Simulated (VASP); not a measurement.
OSZICAR of a VASP run on WC (wc):

File OSZICAR:
```
       N       E                     dE             d eps       ncg     rms          rms(c)
DAV:   1     0.110736050001E+03    0.11074E+03   -0.98345E+03  4368   0.153E+03
DAV:   2    -0.214353946470E+02   -0.13217E+03   -0.12876E+03  4958   0.379E+02
DAV:   3    -0.254631351678E+02   -0.40277E+01   -0.39850E+01  5408   0.614E+01
DAV:   4    -0.255066916830E+02   -0.43557E-01   -0.43524E-01  4756   0.663E+00
DAV:   5    -0.255070874379E+02   -0.39575E-03   -0.39562E-03  5208   0.653E-01    0.287E+01
DAV:   6    -0.225256783360E+02    0.29814E+01   -0.10291E+01  4943   0.320E+01    0.698E+00
DAV:   7    -0.224280495819E+02    0.97629E-01   -0.52564E-01  4618   0.629E+00    0.535E+00
DAV:   8    -0.223996297819E+02    0.28420E-01   -0.94857E-02  4803   0.301E+00    0.781E-01
DAV:   9    -0.223986329362E+02    0.99685E-03   -0.39017E-03  4798   0.557E-01    0.158E-01
DAV:  10    -0.223985590022E+02    0.73934E-04   -0.31893E-04  5103   0.237E-01    0.688E-02
DAV:  11    -0.223985586966E+02    0.30553E-06   -0.16978E-05  4738   0.423E-02    0.105E-02
DAV:  12    -0.223985575455E+02    0.11511E-05   -0.50467E-06  4778   0.240E-02    0.210E-03
DAV:  13    -0.223985575949E+02   -0.49388E-07   -0.82865E-08  3034   0.317E-03
   1 F= -.23082173E+02 E0= -.23082244E+02  d E =-.230822E+02
       N       E                     dE             d eps       ncg     rms          rms(c)
DAV:   1    -0.224042578874E+02   -0.57003E-02   -0.18283E-01  4373   0.511E+00    0.357E-01
DAV:   2    -0.224005938396E+02    0.36640E-02   -0.77147E-03  4653   0.863E-01    0.191E-01
DAV:   3    -0.223992446135E+02    0.13492E-02   -0.27774E-03  4718   0.480E-01    0.619E-02
DAV:   4    -0.223992283634E+02    0.16250E-04   -0.12885E-04  4873   0.111E-01    0.265E-02
DAV:   5    -0.223992253100E+02    0.30534E-05   -0.12497E-05  4698   0.341E-02    0.623E-03
DAV:   6    -0.223992247384E+02    0.57164E-06   -0.16817E-06  4923   0.127E-02    0.176E-03
DAV:   7    -0.223992247325E+02    0.58467E-08   -0.57574E-08  2294   0.260E-03
   2 F= -.23082052E+02 E0= -.23082105E+02  d E =0.121358E-03
       N       E                     dE             d eps       ncg     rms          rms(c)
DAV:   1    -0.224007256188E+02   -0.15009E-02   -0.52716E-02  4373   0.274E+00    0.191E-01
DAV:   2    -0.223996723385E+02    0.10533E-02   -0.22157E-03  4653   0.463E-01    0.103E-01
DAV:   3    -0.223992765719E+02    0.39577E-03   -0.82805E-04  4723   0.261E-01    0.317E-02
DAV:   4    -0.223992735989E+02    0.29730E-05   -0.35076E-05  4833   0.580E-02    0.138E-02
DAV:   5    -0.223992732071E+02    0.39184E-06   -0.33355E-06  4723   0.174E-02    0.324E-03
DAV:   6    -0.223992731547E+02    0.52407E-07   -0.47157E-07  4833   0.661E-03
   3 F= -.23082520E+02 E0= -.23082586E+02  d E =-.346317E-03
```

Which electronic solver shows in the log?

It is blocked Davidson (ALGO = Normal, or the opening steps of other solvers). The INCAR had ALGO = Normal.

Can the final energy be trusted as converged?

Self-consistency was reached. It stopped with EDIFF = 1E-7, NELM = 100, NSW = 30 and EDIFFG = -0.01 after 3 ionic steps (PBE GGA with D3 dispersion (zero damping), plane waves, VASP's PBE PAW potentials (set 64)).

The compound is WC in the wc structure. This cell is one point of a volume scan, at 1.06 of the reference volume. Symmetry was kept, so distortions that lower it aren't found.
